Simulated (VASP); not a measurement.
Wanted: the native input for a VASP 6.6.1 run.

* Task: relaxation of cell and atoms
* Functional: PBE
* Potentials or basis: VASP PAW PBE potentials, release 64 (Ta_pv, Mo_sv, C)
* Cutoff: 520 eV
* k mesh: 12 × 12 × 2
* Occupations: gaussian, width 0.1 eV
* Spin: no spin polarisation
* Further INCAR settings: ALGO = Normal; EDIFF = 1e-07; IBRION = 2; POTIM = 0.3; EDIFFG = -0.005; NSW = 60; ISIF = 3

The structure of TaMo2C3 lies in POSCAR:

```
TaMo2C3                                 
1.0
    3.0417232953     -0.0000000000     -0.0000000000
   -1.5208616477      2.6342096406      0.0000000000
    0.0000000000      0.0000000000     15.9843327821
  Ta              Mo              C             
     2     4     6
Direct
     0.0000000000000000    0.0000000000000000    1.0000000000000000
     0.0000000000000000    0.0000000000000000    0.5000000000000000
     0.3333333300000021    0.6666666699999979    0.6627303203538577
     0.3333333300000021    0.6666666699999979    0.8372696796461423
     0.6666666699999979    0.3333333300000021    0.1627303203538578
     0.6666666699999979    0.3333333300000021    0.3372696796461422
     0.6666666699999979    0.3333333300000021    0.9167626344908425
     0.3333333300000021    0.6666666699999979    0.0832373655091576
     0.6666666699999979    0.3333333300000021    0.7500000000000000
     0.6666666699999979    0.3333333300000021    0.5832373655091575
     0.3333333300000021    0.6666666699999979    0.4167626344908425
     0.3333333300000021    0.6666666699999979    0.2500000000000000
```

The cell was built by a generator and needn't be a form met in nature.

One way to write it, as run:

INCAR

```
PREC = Accurate
ENCUT = 520
EDIFF = 1E-7
ISMEAR = 0
SIGMA = 0.1
LREAL = False
LASPH = True
NELM = 120
ALGO = Normal
ISIF = 3
LWAVE = False
LCHARG = False
GGA = PE
IBRION = 2
NSW = 60
EDIFFG = -0.005
POTIM = 0.3
KPAR = 8
```

KPOINTS

```
Automatic mesh
0
Gamma
  12 12 2
```

Potentials or basis: VASP PAW PBE potentials, release 64 (Ta_pv, Mo_sv, C).

Launch:

```bash
$ cat potpaw_PBE.64/Ta_pv/POTCAR potpaw_PBE.64/Mo_sv/POTCAR potpaw_PBE.64/C/POTCAR > POTCAR
$ mpirun -np 8 vasp_std > vasp.out
```

It gave:

The energy gained by relaxing is 0.0 meV/atom and the ionic steps are 2. The pressure after relaxing is 0.0 GPa and the band gap on the k mesh is none (metal or under the smearing width).

It took 2.6 min on 8 MPI ranks on Intel(R) Xeon(R) Platinum 8375C CPU @ 2.90GHz (Ice Lake), with other jobs on the host, peak memory 0.44 GiB a rank.
